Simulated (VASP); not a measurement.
# Pressure and energy against strain for wurtzite ZnS at the SCAN level: bulk modulus and its pressure derivative

In wurtzite ZnS each zinc atom is bonded to four sulfur atoms and each sulfur to four zinc atoms, by bonds that are partly covalent and partly ionic. The members of this series are one crystal at seven volumes, so that only the bond length changes. The question is which bulk modulus B0 and pressure derivative B0′ follow from the stress tensor, and which from the energy. Both quantities matter for strained films and for optical windows and phosphors under load, where they convert a stress into a change of volume. Strain is measured from the volume V0 fitted to the energies, with compression positive; energy is counted per atom from the lowest point. All values are for a static lattice in SCAN.

## Set-up

One crystal, ZnS (wurtzite) (known phase), at SCAN: single-point runs on uniformly scaled copies of a cell relaxed at SCAN; symmetry leaves the fractional positions and the cell shape free, held here. Program: VASP 6.6.1, plane waves and PAW (data sets made for PBE of release 64), scalar-relativistic without spin-orbit coupling, no spin polarisation. Cutoff 400 eV; on the k meshes the divisions times the cell-vector length are 29 Å or more. Occupations: Gaussian smearing of 0.05 eV.

Notes on method and selection:

- Third-order Birch-Murnaghan: P = 3·B0·f·(1 + 2f)^(5/2)·[1 + (3/2)(B0′ − 4)·f]. The fit to the energies of these runs gives B0 = 83.1 GPa and B0′ = 2.54.
- Static lattice. The pressure from the stress tensor and the slope of the energy need not agree exactly at a finite cutoff and mesh.
- With the fractional positions and the cell shape held the modulus is an upper bound.
- Semilocal functionals put Kohn-Sham gaps below measured gaps.
- A measured value is attached only where its sources agree among themselves; tables made before the last selection also left out values far from the computed one, as likely another phase or mode.
- Series whose points a third-order Birch-Murnaghan form does not fit, or whose B0′ lies outside 2 to 8, were left out.
- Crystals whose pressure at the fitted V0 departs from zero by more than 0.6 % of B0 plus 0.1 GPa, and layered compounds, were left out.
- Runs that did not converge, have known faults or may not be shown are not listed, and runs on Ansatz's PAW sets soft_1 and soft_2 are kept to separate tables.

Columns:

- Eulerian strain: Eulerian strain f = ½[(V0/V)^(2/3) − 1] with the fitted V0 = 19.4234 Å³ per atom, compression positive.
- fitted bulk modulus (GPa): bulk modulus at that volume from the third-order Birch-Murnaghan fit to the energies.
- volume (Å³): volume per atom.
- pressure (GPa): pressure from the stress tensor, compression positive.
- energy (meV/atom): energy per atom above the lowest point, extrapolated to zero smearing.
- gap (eV): Kohn-Sham gap on the k mesh.

Input lines of one member:

```
PREC = Accurate
ENCUT = 400
EDIFF = 1E-06
NELM = 100
ISMEAR = 0
SIGMA = 0.05
LREAL = .FALSE.
ALGO = Normal
METAGGA = SCAN
LASPH = .TRUE.
NBANDS = 24
LORBIT = 11
ISIF = 2
```

Command (options for logging and memory left out): `vasp_std`

## Data

| member | Eulerian strain | fitted bulk modulus (GPa) | volume (Å³) | pressure (GPa) | energy (meV/atom) | gap (eV) |
| --- | --- | --- | --- | --- | --- | --- |
| V = 20.535 Å³ | −0.01822 | 71.7 | 20.5353 | −4.43 | 15.35 | 2.490 |
| V = 20.148 Å³ | −0.01206 | 75.5 | 20.1478 | −3.32 | 6.61 | 2.581 |
| V = 19.760 Å³ | −0.00570 | 79.5 | 19.7604 | −1.63 | 1.22 | 2.674 |
| V = 19.373 Å³ | 0.00087 | 83.7 | 19.3729 | −0.05 | 0.00 | 2.771 |
| V = 18.985 Å³ | 0.00766 | 88.0 | 18.9854 | 1.96 | 2.71 | 2.868 |
| V = 18.598 Å³ | 0.01469 | ? | ? | ? | ? | ? |
| V = 18.211 Å³ | 0.02196 | 97.0 | 18.2105 | 5.52 | 21.13 | 3.073 |

Cells marked ? are withheld until the estimate has been made.

Least-squares fits to the members shown, with x = Eulerian strain; R² and errors in the fitted variable (y, or ln y where the fit is in ln y):

| y | members | fit | R² | rms residual | leave-one-out rms | the same for the mean of the others |
| --- | --- | --- | --- | --- | --- | --- |
| pressure (GPa) | 6 | y = −0.1974 + 250.5 x + 579.7 x² | 1.00 | 0.13 | 0.60 | 4.0 |
| energy (meV/atom) | 6 | y = −0.05991 − 18.20 x + 44960 x² | 1.00 | 0.18 | 0.85 | 9.4 |

## What drives the series

Pressure rises with compression in every shown row, from −4.43 GPa at the largest volume to 5.52 GPa at the smallest. The energy has its lowest shown value at 19.373 Å³ and rises on both sides. Stretched bonds pull the crystal inward, while shortened bonds push it outward because the repulsion between overlapping closed shells grows steeply. That growth also makes the crystal stiffer: the fitted modulus goes from 71.7 to 97.0 GPa across the series.

At small strain the Birch-Murnaghan pressure is 3·B0·f, so the linear coefficient of the pressure fit gives B0 = 250.5 / 3 = 83.5 GPa. The energies give 83.1 GPa. The two routes agree closely on the modulus, which is an upper bound because the fractional positions and the cell shape were held.

The derivative is much less certain. Expanding the same form to second order, the ratio of the quadratic to the linear coefficient is 5 + (3/2)(B0′ − 4). With 579.7 / 250.5 = 2.31 this gives B0′ = 4 + (2.31 − 5) / 1.5 = 2.2, against 2.54 from the energies. Both are low for a tetrahedral semiconductor, where values of roughly 4 to 5 are usual. At f = 0.02 a change of one unit in B0′ moves the pressure by only 3 × 83.1 × 1.5 × 0.02² = 0.15 GPa, and the computed pressures are not that smooth. Over the first four equal steps of volume they rise by −3.32 + 4.43 = 1.11, −1.63 + 3.32 = 1.69, −0.05 + 1.63 = 1.58 and 1.96 + 0.05 = 2.01 GPa, where a smooth equation of state would give steadily growing steps.

The gap, by contrast, widens evenly, by 0.09 to 0.10 eV in each of these steps, which gives no sign of an electronic change behind the uneven pressures. The forces left along the c axis also vary irregularly and change sign. A numerical origin is therefore likely, such as plane-wave sets and real-space grids that change abruptly with cell size, the latter a known sensitivity of SCAN.

## Prediction

Plain estimates from the members shown:

- V = 18.598 Å³, fit at x = 0.01469: 3.61 GPa
- V = 18.598 Å³, straight-line interpolation between V = 18.985 Å³ and V = 18.211 Å³: w = (0.01469 − 0.00766) / (0.02196 − 0.00766) = 0.492, so 1.96 + 0.492 × (5.52 − 1.96) = 3.71 GPa

Straight-line interpolation rests on two pressures and takes over the irregularity of both. The Birch-Murnaghan curve from the energies, corrected for its mean offset from the stress tensor, uses all six shown pressures and is preferred here. The energy fit also includes the energy at the withheld volume, though not its pressure.

With (3/2)(2.54 − 4) = −2.19, the curve gives at f = 0.01469

3 × 83.1 × 0.01469 × (1 + 2 × 0.01469)^(5/2) × (1 − 2.19 × 0.01469) = 3.81 GPa.

For the shown members, from the largest volume to the smallest, the stress-tensor pressure minus this curve is −0.13, −0.42, −0.23, −0.27, 0.01 and −0.28 GPa, with a mean of −0.22 GPa. A negative offset is what a finite cutoff produces: the stress tensor refers to a fixed set of plane waves, whereas the energies are compared at a fixed cutoff. The estimate is then 3.81 − 0.22 = 3.59 GPa.

As a trial, the member at 18.211 Å³ has 3 × 83.1 × 0.02196 × (1 + 2 × 0.02196)^(5/2) × (1 − 2.19 × 0.02196) = 5.80 GPa on the curve, and the mean offset of the other five is −0.21 GPa. This gives 5.80 − 0.21 = 5.59 GPa, against 5.52 GPa in the table. Repeating the trial for each shown member in turn gives a root-mean-square miss of 0.16 GPa, which is taken as the standard deviation.

**Committed estimate, V = 18.598 Å³: pressure = 3.59 ± 0.16 GPa.**

## Outcome

| member | Eulerian strain | fitted bulk modulus (GPa) | volume (Å³) | pressure (GPa) | energy (meV/atom) | gap (eV) |
| --- | --- | --- | --- | --- | --- | --- |
| V = 18.598 Å³ | 0.01469 | 92.4 | 18.5980 | 3.40 | 9.21 | 2.968 |

| member | estimate | pressure (GPa) | computed | estimate − computed | miss in error bars |
| --- | --- | --- | --- | --- | --- |
| V = 18.598 Å³ | committed | 3.59 | 3.40 | +0.19 | 1.2 |
| V = 18.598 Å³ | fit | 3.61 | 3.40 | +0.21 |  |
| V = 18.598 Å³ | interpolation | 3.71 | 3.40 | +0.31 |  |

The computed pressure is 3.40 GPa. The estimate of 3.59 ± 0.16 GPa is too high by 0.19 GPa and falls just outside its error bar. It beats the interpolation, which is 0.31 GPa too high, but its lead of 0.02 GPa over the quadratic fit means nothing.

The sign of the correction held: the stress tensor again gives less than the Birch-Murnaghan curve from the energies. Its assumed constancy failed. The offset here is 3.40 − 3.81 = −0.41 GPa, nearly twice the mean of −0.22 GPa that was used.

The energies of the two neighbours give a check that needs no fitted curve. With 1 meV/Å³ = 0.1602 GPa, their slope is (21.13 − 2.71) / (18.9854 − 18.2105) × 0.1602 = 3.81 GPa, the same as the curve. The shortfall therefore lies in the stress tensor at this volume and not in the form of the equation of state. This supports a numerical origin of the uneven pressures.

## Exceptions

Least-squares fits to the whole series, with x = Eulerian strain; R² and errors in the fitted variable (y, or ln y where the fit is in ln y):

| y | members | fit | R² | rms residual | leave-one-out rms | the same for the mean of the others |
| --- | --- | --- | --- | --- | --- | --- |
| pressure (GPa) | 7 | y = −0.2271 + 248.2 x + 596.7 x² | 1.00 | 0.14 | 0.26 | 3.9 |
| energy (meV/atom) | 7 | y = −0.08355 − 20.01 x + 44970 x² | 1.00 | 0.18 | 0.31 | 8.5 |

Largest departures from the fit to the whole series:

| member | pressure (GPa) | fit | computed − fit | in rms residuals |
| --- | --- | --- | --- | --- |
| V = 18.985 Å³ | 1.96 | 1.71 | +0.25 | 1.8 |
| V = 20.148 Å³ | −3.32 | −3.13 | −0.19 | 1.3 |
| V = 18.598 Å³ | 3.40 | 3.55 | −0.15 | 1.1 |
| V = 20.535 Å³ | −4.43 | −4.55 | +0.12 | 0.9 |

No member stands far apart. The largest departure from the fit, +0.25 GPa at 18.985 Å³, is 1.8 rms residuals; next come −0.19 GPa at 20.148 Å³ and −0.15 GPa at 18.598 Å³.

The member at 18.985 Å³ lies high because the negative offset of the stress tensor, present in every other row, is absent there: its pressure agrees with the energy curve to 0.01 GPa. The other two have the largest offsets, −0.42 and −0.41 GPa. Such changes from one volume to the next fit a plane-wave set and a real-space grid that change in jumps as the cell is scaled. The held cell shape cannot cause the offsets: under uniform scaling at fixed fractional positions the mean stress is the slope of the energy, whatever the shape.

## Conclusions and limits

Between strains of −0.018 and 0.022 the seven pressures give B0 = 248.2 / 3 = 82.7 GPa and B0′ = 4 + (596.7 / 248.2 − 5) / 1.5 = 2.3, against 83.1 GPa and 2.54 from the energies. The scatter of the pressures leaves a standard error of roughly 2 GPa on B0 and roughly 1 on B0′. The energies also fix B0′ only weakly: at f = 0.02 one unit of it changes the energy by 4.5 × 83.1 × 19.42 × 0.02³ / 0.1602 = 0.36 meV/atom, only twice the rms residual of the quadratic energy fit. The modulus is thus usable, while the low derivative should not be read as a property of ZnS.

A further volume within this range can be estimated to about 0.26 GPa, the leave-one-out error of the fit. In practice, 1 GPa reduces the volume by about 1 / 83.1 = 1.2 %, or each length by 0.4 %.

No omitted effect approaches the 10 GPa range of the table. Lattice vibrations, however, would add roughly 0.5 GPa of outward pressure at room temperature, more than the scatter about the fit.

[Logs are printed without paths, hosts, clocks, repeated set-up lines and the standing remarks that a program may print on its own settings, such as how far it seeks lower states.]
